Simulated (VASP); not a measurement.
An input for Quantum ESPRESSO's pw.x (written as the equivalent of a VASP run, and not itself run):

```
&CONTROL
  calculation = 'vc-relax'
  pseudo_dir = './pseudo'
  outdir = './out'
  tprnfor = .true.
  tstress = .true.
  nstep = 30
  forc_conv_thr = 0.00039
/
&SYSTEM
  ibrav = 0
  nat = 3
  ntyp = 2
  ecutwfc = 70
  occupations = 'smearing'
  smearing = 'gaussian'
  degauss = 0.003675
  input_dft = 'pbe'
  vdw_corr = 'grimme-d3'
  dftd3_version = 3
  dftd3_threebody = .false.
/
&ELECTRONS
  conv_thr = 7.3e-09
  electron_maxstep = 100
/
&IONS
/
&CELL
  cell_dofree = 'shape'
/
ATOMIC_SPECIES
  Pb 207.200 Pb.upf
  I 126.904 I.upf
CELL_PARAMETERS angstrom
     2.2511824   -3.8991624    0.0000000
     2.2511824    3.8991624    0.0000000
     0.0000000    0.0000000    6.8784287
ATOMIC_POSITIONS crystal
  Pb   0.0000000  0.0000000  0.0000000
  I    0.3333330  0.6666670  0.2681110
  I    0.6666670  0.3333330  0.7318890
K_POINTS automatic
  6 6 3 0 0 0
```

### Question
Write the VASP files for the same calculation (PBE-D3 (zero damping)).

### Answer
This is not unique; one that fits is 
### POSCAR
```
PbI2
1
    2.2511823842    -3.8991624258     0.0000000000
    2.2511823842     3.8991624258     0.0000000000
    0.0000000000     0.0000000000     6.8784286529
Pb I
1 2
Direct
  0.0000000000   0.0000000000   0.0000000000
  0.3333330000   0.6666670000   0.2681109628
  0.6666670000   0.3333330000   0.7318890372
```

File KPOINTS:
```
Automatic mesh
0
Gamma
6 6 3
0 0 0
```

**INCAR**
```
# general
SYSTEM  = PbI2
PREC    = Accurate
ENCUT   = 520
LREAL   = .FALSE.
LASPH   = .TRUE.

# electronic loop
EDIFF   = 1E-7
NELM    = 100
ALGO    = Normal
LMAXMIX = 4

# smearing
ISMEAR  = 0
SIGMA   = 0.05

# functional
GGA     = PE
IVDW    = 11

# ions
IBRION  = 2
NSW     = 30
ISIF    = 4
EDIFFG  = -0.01

# output
LWAVE   = .FALSE.
LCHARG  = .FALSE.
```

POTCAR, in this order: Pb_d I (PBE.64 set). Program: vasp_std.

Limits of the translation: the potentials are each code's own (VASP's PAW set, PseudoDojo norm-conserving files in pw.x), so ENCUT and ecutwfc are chosen apart and not converted; conv_thr bounds pw.x's estimated SCF error, while EDIFF bounds the energy change between steps; forc_conv_thr acts on force components and is met together with etot_conv_thr.

The compound is PbI2 in the 1T layered structure. This cell is one point of a volume scan, at 0.94 of the reference volume. Symmetry was kept, so distortions that lower it aren't found.
